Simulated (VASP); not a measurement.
OSZICAR of a VASP run on TiB$_{2}$ (AlB2 type):

File OSZICAR:
```
       N       E                     dE             d eps       ncg     rms          rms(c)
DAV:   1     0.129469559631E+03    0.12947E+03   -0.93074E+03  1820   0.159E+03
DAV:   2    -0.196306329874E+02   -0.14910E+03   -0.14543E+03  1870   0.398E+02
DAV:   3    -0.292613741636E+02   -0.96307E+01   -0.94944E+01  2683   0.944E+01
DAV:   4    -0.295853526997E+02   -0.32398E+00   -0.32361E+00  2359   0.157E+01
DAV:   5    -0.295934604492E+02   -0.81077E-02   -0.81068E-02  2693   0.220E+00    0.167E+01
DAV:   6    -0.268949176339E+02    0.26985E+01   -0.62504E+01  2350   0.894E+01    0.132E+01
DAV:   7    -0.292014321343E+02   -0.23065E+01   -0.86221E+01  2629   0.115E+02    0.134E+01
DAV:   8    -0.260831864935E+02    0.31182E+01   -0.48490E+01  2382   0.939E+01    0.112E+01
DAV:   9    -0.274206684781E+02   -0.13375E+01   -0.52350E+01  2565   0.900E+01    0.109E+01
DAV:  10    -0.257221724563E+02    0.16985E+01   -0.32704E+01  2391   0.762E+01    0.969E+00
DAV:  11    -0.265634893673E+02   -0.84132E+00   -0.36059E+01  2558   0.753E+01    0.926E+00
DAV:  12    -0.254856320719E+02    0.10779E+01   -0.24332E+01  2378   0.654E+01    0.858E+00
DAV:  13    -0.260896740042E+02   -0.60404E+00   -0.27253E+01  2540   0.659E+01    0.825E+00
DAV:  14    -0.253323664360E+02    0.75731E+00   -0.19542E+01  2376   0.583E+01    0.781E+00
DAV:  15    -0.258023152802E+02   -0.46995E+00   -0.22155E+01  2532   0.596E+01    0.757E+00
DAV:  16    -0.252230434485E+02    0.57927E+00   -0.16535E+01  2371   0.535E+01    0.725E+00
DAV:  17    -0.256096107793E+02   -0.38657E+00   -0.18844E+01  2542   0.551E+01    0.706E+00
DAV:  18    -0.251395555778E+02    0.47006E+00   -0.14427E+01  2366   0.499E+01    0.681E+00
DAV:  19    -0.254663000501E+02   -0.32674E+00   -0.16346E+01  2547   0.516E+01    0.665E+00
DAV:  20    -0.250740018878E+02    0.39230E+00   -0.12824E+01  2366   0.470E+01    0.644E+00
DAV:  21    -0.253586094187E+02   -0.28461E+00   -0.14558E+01  2527   0.487E+01    0.633E+00
DAV:  22    -0.250265347758E+02    0.33207E+00   -0.11650E+01  2363   0.447E+01    0.617E+00
DAV:  23    -0.252802820135E+02   -0.25375E+00   -0.13261E+01  2558   0.466E+01    0.607E+00
DAV:  24    -0.249874349792E+02    0.29285E+00   -0.10737E+01  2371   0.429E+01    0.594E+00
DAV:  25    -0.252162237487E+02   -0.22879E+00   -0.12200E+01  2506   0.447E+01    0.585E+00
DAV:  26    -0.249564485720E+02    0.25978E+00   -0.10004E+01  2361   0.414E+01    0.574E+00
DAV:  27    -0.251648275407E+02   -0.20838E+00   -0.11389E+01  2532   0.432E+01    0.567E+00
DAV:  28    -0.249277804038E+02    0.23705E+00   -0.94055E+00  2363   0.401E+01    0.557E+00
DAV:  29    -0.251208219147E+02   -0.19304E+00   -0.10681E+01  2524   0.419E+01    0.551E+00
DAV:  30    -0.249059708324E+02    0.21485E+00   -0.89004E+00  2361   0.390E+01    0.543E+00
DAV:  31    -0.250857833791E+02   -0.17981E+00   -0.10073E+01  2526   0.408E+01    0.538E+00
DAV:  32    -0.248849974878E+02    0.20079E+00   -0.84862E+00  2363   0.381E+01    0.530E+00
DAV:  33    -0.250538912125E+02   -0.16889E+00   -0.95553E+00  2508   0.398E+01    0.525E+00
DAV:  34    -0.248690504043E+02    0.18484E+00   -0.81154E+00  2361   0.372E+01    0.520E+00
DAV:  35    -0.250287543695E+02   -0.15970E+00   -0.91757E+00  2518   0.390E+01    0.515E+00
DAV:  36    -0.248528165737E+02    0.17594E+00   -0.78102E+00  2371   0.365E+01    0.509E+00
DAV:  37    -0.250049167585E+02   -0.15210E+00   -0.88208E+00  2508   0.382E+01    0.506E+00
DAV:  38    -0.248421284130E+02    0.16279E+00   -0.75464E+00  2358   0.359E+01    0.502E+00
DAV:  39    -0.249880189490E+02   -0.14589E+00   -0.85716E+00  2515   0.376E+01    0.499E+00
DAV:  40    -0.248298411298E+02    0.15818E+00   -0.73293E+00  2376   0.354E+01    0.494E+00
DAV:  41    -0.249704355295E+02   -0.14059E+00   -0.82801E+00  2513   0.370E+01    0.491E+00
DAV:  42    -0.248218259613E+02    0.14861E+00   -0.71303E+00  2358   0.348E+01    0.488E+00
DAV:  43    -0.249573281552E+02   -0.13550E+00   -0.80895E+00  2510   0.366E+01    0.486E+00
DAV:  44    -0.248118963321E+02    0.14543E+00   -0.69605E+00  2378   0.344E+01    0.482E+00
DAV:  45    -0.249433140861E+02   -0.13142E+00   -0.78401E+00  2500   0.360E+01    0.479E+00
DAV:  46    -0.248056765350E+02    0.13764E+00   -0.67889E+00  2358   0.340E+01    0.477E+00
DAV:  47    -0.249331775542E+02   -0.12750E+00   -0.76943E+00  2492   0.357E+01    0.475E+00
DAV:  48    -0.247981113901E+02    0.13507E+00   -0.66602E+00  2355   0.337E+01    0.472E+00
DAV:  49    -0.249223490334E+02   -0.12424E+00   -0.75104E+00  2490   0.353E+01    0.470E+00
DAV:  50    -0.247935422095E+02    0.12881E+00   -0.65391E+00  2353   0.334E+01    0.469E+00
DAV:  51    -0.249147746682E+02   -0.12123E+00   -0.74049E+00  2492   0.351E+01    0.467E+00
DAV:  52    -0.247867517885E+02    0.12802E+00   -0.64354E+00  2360   0.331E+01    0.464E+00
DAV:  53    -0.249066700103E+02   -0.11992E+00   -0.72411E+00  2498   0.347E+01    0.463E+00
DAV:  54    -0.247843424481E+02    0.12233E+00   -0.63274E+00  2353   0.329E+01    0.462E+00
DAV:  55    -0.249016505164E+02   -0.11731E+00   -0.71663E+00  2500   0.346E+01    0.461E+00
DAV:  56    -0.247794944523E+02    0.12216E+00   -0.62505E+00  2366   0.327E+01    0.459E+00
DAV:  57    -0.248950719022E+02   -0.11558E+00   -0.70449E+00  2498   0.343E+01    0.458E+00
DAV:  58    -0.247774612587E+02    0.11761E+00   -0.61794E+00  2348   0.325E+01    0.457E+00
DAV:  59    -0.248910980855E+02   -0.11364E+00   -0.69968E+00  2500   0.342E+01    0.456E+00
DAV:  60    -0.247731128331E+02    0.11799E+00   -0.61219E+00  2371   0.324E+01    0.454E+00
DAV:  61    -0.248853532743E+02   -0.11224E+00   -0.68975E+00  2498   0.339E+01    0.453E+00
DAV:  62    -0.247711395486E+02    0.11421E+00   -0.60613E+00  2358   0.322E+01    0.453E+00
DAV:  63    -0.248818748968E+02   -0.11074E+00   -0.68585E+00  2500   0.338E+01    0.452E+00
DAV:  64    -0.247674300273E+02    0.11444E+00   -0.60113E+00  2363   0.321E+01    0.450E+00
DAV:  65    -0.248768557604E+02   -0.10943E+00   -0.67715E+00  2508   0.336E+01    0.449E+00
DAV:  66    -0.247653102232E+02    0.11155E+00   -0.59552E+00  2371   0.319E+01    0.449E+00
DAV:  67    -0.248740096787E+02   -0.10870E+00   -0.67249E+00  2500   0.335E+01    0.448E+00
DAV:  68    -0.247638934321E+02    0.11012E+00   -0.59199E+00  2358   0.318E+01    0.447E+00
DAV:  69    -0.248718740772E+02   -0.10798E+00   -0.66880E+00  2508   0.334E+01    0.447E+00
DAV:  70    -0.247628913740E+02    0.10898E+00   -0.58977E+00  2366   0.317E+01    0.447E+00
DAV:  71    -0.248704939631E+02   -0.10760E+00   -0.66681E+00  2500   0.334E+01    0.446E+00
DAV:  72    -0.247617367792E+02    0.10876E+00   -0.58766E+00  2358   0.317E+01    0.446E+00
DAV:  73    -0.248687833096E+02   -0.10705E+00   -0.66393E+00  2508   0.333E+01    0.446E+00
DAV:  74    -0.247610383367E+02    0.10774E+00   -0.58600E+00  2358   0.317E+01    0.445E+00
DAV:  75    -0.248675291554E+02   -0.10649E+00   -0.66239E+00  2500   0.333E+01    0.445E+00
DAV:  76    -0.247597482784E+02    0.10778E+00   -0.58403E+00  2366   0.316E+01    0.444E+00
DAV:  77    -0.248659781713E+02   -0.10623E+00   -0.65959E+00  2508   0.332E+01    0.444E+00
DAV:  78    -0.247593247187E+02    0.10665E+00   -0.58257E+00  2358   0.316E+01    0.444E+00
DAV:  79    -0.248651231144E+02   -0.10580E+00   -0.65858E+00  2500   0.332E+01    0.444E+00
DAV:  80    -0.247583812666E+02    0.10674E+00   -0.58119E+00  2366   0.315E+01    0.443E+00
DAV:  81    -0.248638235656E+02   -0.10544E+00   -0.65646E+00  2508   0.331E+01    0.443E+00
DAV:  82    -0.247578393380E+02    0.10598E+00   -0.57998E+00  2358   0.315E+01    0.443E+00
DAV:  83    -0.248630434458E+02   -0.10520E+00   -0.65541E+00  2500   0.331E+01    0.443E+00
DAV:  84    -0.247570281897E+02    0.10602E+00   -0.57857E+00  2366   0.315E+01    0.442E+00
DAV:  85    -0.248618733143E+02   -0.10485E+00   -0.65338E+00  2508   0.330E+01    0.442E+00
DAV:  86    -0.247566720729E+02    0.10520E+00   -0.57757E+00  2358   0.314E+01    0.442E+00
DAV:  87    -0.248611583259E+02   -0.10449E+00   -0.65263E+00  2500   0.330E+01    0.442E+00
DAV:  88    -0.247557648429E+02    0.10539E+00   -0.57628E+00  2366   0.314E+01    0.441E+00
DAV:  89    -0.248601595052E+02   -0.10439E+00   -0.65069E+00  2508   0.330E+01    0.441E+00
DAV:  90    -0.247556595922E+02    0.10450E+00   -0.57550E+00  2358   0.314E+01    0.442E+00
DAV:  91    -0.248597487244E+02   -0.10409E+00   -0.65039E+00  2500   0.330E+01    0.441E+00
DAV:  92    -0.247549312108E+02    0.10482E+00   -0.57458E+00  2366   0.313E+01    0.441E+00
DAV:  93    -0.248587690538E+02   -0.10384E+00   -0.64874E+00  2508   0.329E+01    0.441E+00
DAV:  94    -0.247546047935E+02    0.10416E+00   -0.57373E+00  2358   0.313E+01    0.441E+00
DAV:  95    -0.248582957429E+02   -0.10369E+00   -0.64813E+00  2500   0.329E+01    0.441E+00
DAV:  96    -0.247540331066E+02    0.10426E+00   -0.57275E+00  2366   0.313E+01    0.440E+00
DAV:  97    -0.248574781308E+02   -0.10345E+00   -0.64663E+00  2508   0.329E+01    0.440E+00
DAV:  98    -0.247539166263E+02    0.10356E+00   -0.57222E+00  2358   0.313E+01    0.440E+00
DAV:  99    -0.248571375683E+02   -0.10322E+00   -0.64647E+00  2500   0.329E+01    0.440E+00
DAV: 100    -0.247532075380E+02    0.10393E+00   -0.57135E+00  2366   0.313E+01
   1 F= -.24753208E+02 E0= -.24753115E+02  d E =-.278739E-03
```

**Question.** Which electronic solver shows in the log?

**Answer.** It is blocked Davidson (ALGO = Normal, or the opening steps of other solvers). The INCAR had ALGO = Normal.

**Question.** Can the final energy be trusted as converged?

**Answer.** The run did not converge; its last values are not results. It stopped with EDIFF = 1E-6, NELM = 100 (PBE GGA, plane waves, VASP's PBE PAW potentials (set 64)).

The compound is TiB2 in the AlB2 type structure. The cell was not relaxed at this level. The run is one of a series of settings (AMIX = 0.6, BMIX = 1.0, IMIX = 1 against the base run), some of them coarse on purpose.
